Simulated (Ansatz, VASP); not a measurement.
# Cross-check of Te2Mo between VASP and Ansatz, part 2 of 2

One calculation is typed for both programs; each brings its own data sets. How far apart do they land? The cell is taken from a series of runs on this material, whose earlier steps may have relaxed, scaled, displaced or heated it; both programs get it as it stands.

VASP 6.6.1 and Ansatz 0.2.0.

So far: The starting structure; VASP: G0W0 gap, PBE.

## 3. Ansatz: G0W0 gap, PBE

Level of this step: Ansatz beside VASP: Kohn-Sham DFT, plane waves, PBE (Ansatz).

Ansatz runs on its PAW soft_1 files.

The same cell, functional and mesh now go to Ansatz, which takes its cutoff from its data sets.

Contents of input.yaml:

```yaml
crystal:
  lattice:
    - [3.5182, 0.0, 0.0]
    - [-1.7591, 3.0468505756, 0.0]
    - [0.0, 0.0, 13.9736]
  atoms:
    - { symbol: Te, position: [0.3333333333, 0.6666666667, 0.6200748717] }
    - { symbol: Te, position: [0.6666666667, 0.3333333333, 0.1200748717] }
    - { symbol: Te, position: [0.3333333333, 0.6666666667, 0.8799251283] }
    - { symbol: Te, position: [0.6666666667, 0.3333333333, 0.3799251283] }
    - { symbol: Mo, position: [0.3333333333, 0.6666666667, 0.25] }
    - { symbol: Mo, position: [0.6666666667, 0.3333333333, 0.75] }
kpoints:
  mp_grid: { grid: [6, 6, 2] }
hamiltonian:
  xc: pbe
  pseudopotentials: { kind: paw, azcp: { folder: soft_1 } }
scf:
  occupations: { method: fixed }
gw:
  n_empty_bands: 563
  ecut_chi: 140
  qp_bands: [v2, c2]
  qp_kpoints: band_edges
  screening: { model: contour_deformation }
```

On the command line:

```
> ansatz run input.yaml --threads 4 --pin off --max-ram 138240MiB --backend cuda --events-out ev --progress --plain --runs-dir out --devices 1 --max-vram 26GiB
```

Numbers of over 12 decimals in the logs are rounded to 6 here.

The program printed:

```text
GPUs: using 1 of 1 available (devices: 1).
Engine: ansatz 0.2.0, x86_64-unknown-linux-gnu
Pseudopotentials: kind: paw
Pseudopotential: Te, paw, valence charge 16, recommended cutoff 420 eV (normal), soft_1/Te.paw.azcp
Pseudopotential: Mo, paw, valence charge 14, recommended cutoff 420 eV (normal), soft_1/Mo.paw.azcp
Functional definition: PBE
  parameter kappa = 0.804
  parameter beta = 0.066725
  exchange = pbe_x(kappa = kappa, mu = beta*pi^2/3)
  correlation = pbe_c(beta = beta)
device memory: the entry about to start is reckoned to put 3.4 GiB on a device that reports 63.9 GiB free (of which the cap on the GPU budget leaves the run 26.0 GiB)
GPU FFT provider: cuFFT
GPU libraries: cuBLAS 13.8.2, cuFFT 12.4.0, cuSOLVER 12.3.4
Crystal: 6 atoms, lattice volume = 149.789 Å³
Basis set: ecut = 420 eV, 2909 PW (Γ)
Bands: 56, of which v1, the nominal top of the filled ones, is band 46 counted from 1 (45 counted from 0)
Symmetry: 24 space group operations
Space group: P63/mmc (ITA 194), of the structure as read, at distance tolerance 5.3e-5 Å
k-points: 14 of 72
Non-local potential: Te, projectors of the file, l = 0: 2, l = 1: 2, l = 2: 2, l = 3: 1
Non-local potential: Mo, projectors of the file, l = 0: 3, l = 1: 2, l = 2: 2, l = 3: 1
PAW form: soft (Blöchl's): semilocal exchange-correlation on the pseudo side does not see the compensation charge
PAW one-centre angular grid: Te, 590 points (default); XC on 64 Gauss nodes
PAW one-centre angular grid: Mo, 590 points (default); XC on 64 Gauss nodes
Initial density: superposition of atomic densities (chi_scale 0.1, normalization cell, long waves kept (reshape's long-wave potential 0.01 eV rms))
Initial wavefunctions: pseudopotential atomic-orbital guess
GPU buffer pool allocated for 55296 grid points (all kernels)
GPU transforms: local potential and band sums: pruned to the plane-wave sphere, on 24×24×96
Functional: x = pbe(κ = 0.804, μ = 0.219515), c = pbe(β = 0.066725)
SCF iter   1: F=—  HF=-37835.310737 eV  |F-HF|=—  |Δ(HF+E_count)|=         —  Δρ=5.51e-2  dr2=6.61e0  ethr=3.10e-3  ⟨swp⟩=5.0  Hψ=2554  notcnv=0  defer=94
preconditioner: auto → Resta (q_TF=auto, 2.515 Å⁻¹)  ε∞=6.4  [insulator: Δε(μ)=0.740 eV  Ē_g=7.816 eV  n_scr=52 (ndim 8)  ℏωp=18.2 eV  f_vac=0.007  ε∞_Penn≈6.4]
SCF iter   2: F=—  HF=-37834.215146 eV  |F-HF|=—  |Δ(HF+E_count)|=    1.10e0  Δρ=2.13e-2  dr2=2.61e0  ethr=3.10e-3  ⟨swp⟩=3.0  Hψ=1386  notcnv=0  defer=98
SCF iter   3: F=—  HF=-37833.949447 eV  |F-HF|=—  |Δ(HF+E_count)|=   2.66e-1  Δρ=1.40e-2  dr2=4.32e-1  ethr=2.84e-3  ⟨swp⟩=2.0  Hψ=874  notcnv=0  defer=88
SCF iter   4: F=—  HF=-37833.850487 eV  |F-HF|=—  |Δ(HF+E_count)|=   9.90e-2  Δρ=2.05e-3  dr2=8.27e-3  ethr=4.70e-4  ⟨swp⟩=2.3  Hψ=1074  notcnv=0  defer=103
SCF iter   5: F=—  HF=-37833.851447 eV  |F-HF|=—  |Δ(HF+E_count)|=   9.61e-4  Δρ=7.41e-4  dr2=1.33e-3  ethr=8.99e-6  ⟨swp⟩=2.0  Hψ=1146  notcnv=0  defer=110
SCF iter   6: F=—  HF=-37833.851665 eV  |F-HF|=—  |Δ(HF+E_count)|=   2.18e-4  Δρ=2.38e-4  dr2=1.65e-4  ethr=1.45e-6  ⟨swp⟩=2.0  Hψ=1034  notcnv=0  defer=110
SCF iter   7: F=—  HF=-37833.851726 eV  |F-HF|=—  |Δ(HF+E_count)|=   6.08e-5  Δρ=6.18e-5  dr2=7.40e-6  ethr=1.80e-7  ⟨swp⟩=2.0  Hψ=944  notcnv=0  defer=80
SCF iter   8: F=—  HF=-37833.851734 eV  |F-HF|=—  |Δ(HF+E_count)|=   8.71e-6  Δρ=1.83e-5  dr2=5.84e-7  ethr=8.04e-9  ⟨swp⟩=3.0  Hψ=1401  notcnv=0  defer=40
SCF iter   9: F=-37833.851735 eV  HF=-37833.851735 eV  |F-HF|=1.22e-8  |Δ(HF+E_count)|=   5.44e-7  Δρ=5.09e-6  dr2=3.37e-8  ethr=1.09e-10  ⟨swp⟩=11.3  Hψ=3128  notcnv=0
SCF 1 converged in 9 iterations: F = -37833.851735 eV  dr2 = 3.37e-8
  greatest PAW one-centre occupation: 0.999 electrons in one spin orbital (limit 2), on the Mo atom at site 5 (counted from 0), in its partial waves of l = 0
device memory: the entry about to start is reckoned to put 4.3 GiB (of the 4.4 GiB reckoned in all, the device holds 0.1 GiB already) on a device that reports 63.8 GiB free (of which the cap on the GPU budget leaves the run 26.0 GiB)
NSCF: frozen V_eff on 14 k-points
the band table was solved once the SCF had ended and its energy, with any forces and stress, was formed, with the checks that follow a solve (3167 applications of the Hamiltonian). They found nothing against the state; the energy, forces and stress were not computed again (output.eigenvalues in the input reference)
device memory: the entry about to start is reckoned to put 7.3 GiB on a device that reports 63.9 GiB free (of which the cap on the GPU budget leaves the run 26.0 GiB)
NSCF: frozen V_eff on 14 k-points
G₀W₀ screening: q 1/14
[... further progress lines ...]
SCF converged after 9 iterations
Free energy (F): -37833.851735 eV
Harris-Foulkes:  -37833.851735 eV  (|F-HF|=1.22e-8)
Internal energy: -37833.851735 eV  (E = F + TS)
E sigma→0 (E₀):  -37833.851735 eV
Fermi energy:    12.445836 eV
--- Per-component energies (eV) ---
  E_band       = -1144.767127
  E_kinetic    = 1535.797371
  E_local      = -8762.253858  (includes V_loc(G=0)·N_el)
  E_nonlocal   = 564.909696
  E_hartree    = 4136.330336
  E_xc         = -842.444361
  E_vxc        = -847.574248  (∫ρ·V_xc dr)
  E_paw        = -25112.035921  (= ΣΔE_a)
  E_vpaw       = -1908.305861  (= ΣTr[D̂ρ^β])
  E_aug_tail   = 0.000462  (compensation charges beyond the density's cutoff)
  E_ewald      = -9354.155460
  E_smearing   = -0.000000  (= −TS)
  E_closure    = 0.000000  (closes the sum)
  Σ components = -37833.851735   (vs F -37833.851735, Δ=0.00e0)
--- Band table (eV; the first three rows and the last of 14) ---
  k-point 0: bands = [... 42 lower, 11.4849, 11.4849, 12.1368, 12.4458, 15.3504, 15.3504, 15.4918, 15.4918, ... 6 higher]
  k-point 1: bands = [... 42 lower, 11.4664, 11.4664, 12.3682, 12.3682, 15.3881, 15.3881, 15.3881, 15.3881, ... 6 higher]
  k-point 2: bands = [... 42 lower, 11.2455, 11.4625, 12.0070, 12.1632, 14.2425, 14.5195, 14.5311, 14.7901, ... 6 higher]
  k-point 13: bands = [... 42 lower, 10.4505, 10.4505, 12.2617, 12.2617, 13.4676, 13.4676, 14.0523, 14.0523, ... 6 higher]
--- G₀W₀: contour deformation, 7 samples at zero and on the imaginary axis and 1 off it, 72 q-points, 563 empty bands' worth ---
  eigenvalues of the whole cell's RPA ε∞ on this k-mesh (on a slab, of 1 + 4πα/V) = 11.0528, 19.7186, 19.7186; static W/v taken at q = 0 is 0.053819
  bands read: the sum over 609 bands ends inside a degenerate multiplet in 8 slots, whose members it reads at an even weight; the widest, k=1: bands 607 to 610 (counted from 1) at 3/4 each
  gw.qp_kpoints: band_edges: 13 of 14 stored k-points solved, in 1 pass; an edge of the gap read off the rows below is read off those points alone
    valence top: of the k-points left out ik 5 came nearest to being solved in a further pass, in band 46 (counted from 1, as in the quasiparticle table): it holds the edge there only if its correction is more favourable than any solved in that band by at least 0.734 eV; those differ by 0.475 eV
    conduction bottom: of the k-points left out ik 5 came nearest to being solved in a further pass, in band 47 (counted from 1, as in the quasiparticle table): it holds the edge there only if its correction is more favourable than any solved in that band by at least 0.478 eV; those differ by 0.298 eV
    ik  band        ε_KS         Σx   Σc(E_QP)       V_xc       Z   E_QP_lin       E_QP  E_QP is
     0    45     12.1368   -16.2144     1.0391   -14.7063  0.7658    11.6634    11.6678  root
     0    46     12.4458   -18.8228     0.2745   -18.5229  0.7227    12.4204    12.4204  root
     0    47     15.3504   -12.6091    -4.1273   -16.8075  0.7281    15.4216    15.4214  root
     0    48     15.3504   -12.6091    -4.1273   -16.8075  0.7281    15.4216    15.4214  root
     1    45     12.3682   -18.2059     0.4739   -17.6096  0.7321    12.2456    12.2459  root
     1    46     12.3682   -18.2059     0.4739   -17.6096  0.7321    12.2456    12.2459  root
     1    47     15.3881   -12.5849    -4.1546   -16.8011  0.7258    15.4497    15.4496  root
     1    48     15.3881   -12.5849    -4.1546   -16.8011  0.7258    15.4497    15.4496  root
     2    45     12.0070   -18.6373     0.5908   -18.0029  0.7202    11.9633    11.9633  root
     2    46     12.1632   -16.2877     0.9717   -14.8693  0.7661    11.7127    11.7164  root
     2    47     14.2425   -13.0936    -4.0473   -17.2533  0.7257    14.3553    14.3549  root
     2    48     14.5195   -13.5447    -4.1201   -17.8728  0.7387    14.7285    14.7274  root
     3    45     12.0510   -17.9020     0.7060   -17.0298  0.7342    11.8842    11.8847  root
     3    46     12.0510   -17.9020     0.7060   -17.0298  0.7342    11.8842    11.8847  root
     3    47     14.4019   -13.2904    -4.0865   -17.5089  0.7256    14.5345    14.5339  root
     3    48     14.4019   -13.2904    -4.0865   -17.5089  0.7256    14.5345    14.5339  root
     4    45     11.5963   -17.8290     1.1053   -16.5072  0.7302    11.3785    11.3798  root
     4    46     11.7519   -18.2030     0.9545   -17.0813  0.7295    11.5841    11.5848  root
     4    47     13.5652   -14.0665    -4.0413   -18.3443  0.7177    13.8030    13.8017  root
     4    48     13.9500   -14.4060    -3.9563   -18.5645  0.7152    14.1533    14.1522  root
     6    45     11.8764   -16.4671     1.0043   -15.0863  0.7539    11.4968    11.5000  root
     6    46     12.1836   -16.9433     0.8367   -15.7723  0.7555    11.8472    11.8493  root
     6    47     13.7430   -16.1066    -4.2197   -20.6862  0.6968    14.1066    14.1029  root
     6    48     13.8027   -15.8260    -4.2592   -20.4241  0.6981    14.1451    14.1416  root
[...]
12    45     12.1639   -17.8168     0.3178   -17.4916  0.7145    12.1565    12.1565  root
    12    46     12.4113   -18.5438     0.1328   -18.4396  0.7142    12.4399    12.4399  root
    12    47     13.4595   -15.3469    -4.0256   -19.6685  0.7058    13.7574    13.7554  root
    12    48     13.4595   -15.3469    -4.0256   -19.6685  0.7058    13.7574    13.7554  root
    13    45     12.2617   -18.0275     0.2213   -17.8136  0.7151    12.2691    12.2691  root
    13    46     12.2617   -18.0275     0.2213   -17.8136  0.7151    12.2691    12.2691  root
    13    47     13.4676   -15.3428    -4.0298   -19.6667  0.7059    13.7637    13.7617  root
    13    48     13.4676   -15.3428    -4.0298   -19.6667  0.7059    13.7637    13.7617  root
```

## 4. Side by side

Known differences besides the potentials themselves: fixed occupations in Ansatz, narrow Gaussian smearing in VASP; the data sets hold 92 valence electrons in Ansatz (on its PAW soft_1 files) and 52 in VASP; the cutoff is 420 eV in Ansatz and 370 eV in VASP; Ansatz integrates over frequency by contour deformation, VASP on a grid of NOMEGA points; Ansatz's G0W0 levels solve the quasiparticle equation, VASP's are linearised. Total energies have different zeros and are not compared.

Compared:

```tsv
quantity	Ansatz	VASP	difference
G0W0 gap on the mesh (eV)	0.97	1.05	-0.08
Kohn-Sham gap under it (eV)	0.81	0.81	+0.01
```

VASP's log warns that its frequency grid doesn't suit quasiparticle energies on this mesh.

## 5. Results

| Quantity | Value |
| --- | --- |
| difference in G0W0 gap on the mesh (G0W0 gap, PBE) | -0.079 eV |

**Reading.** The difference in G0W0 gap on the mesh is -0.079 eV (G0W0 gap, PBE). The data sets hold unlike numbers of valence electrons (92 in Ansatz and 52 in VASP), so part of the differences comes from the potentials. How closely two codes agree says nothing of how well the functional describes the real material.

[Lines on the potential files, build, host, timing and source positions are cut from VASP's logs without a mark.]

[Logs are printed without paths, hosts, clocks, repeated set-up lines and the standing remarks that a program may print on its own settings, such as how far it seeks lower states.]

[Hosts, paths, dates, database ids (printed as entryN), source tags and the programs' standing remarks are cut or masked in the printed files.]
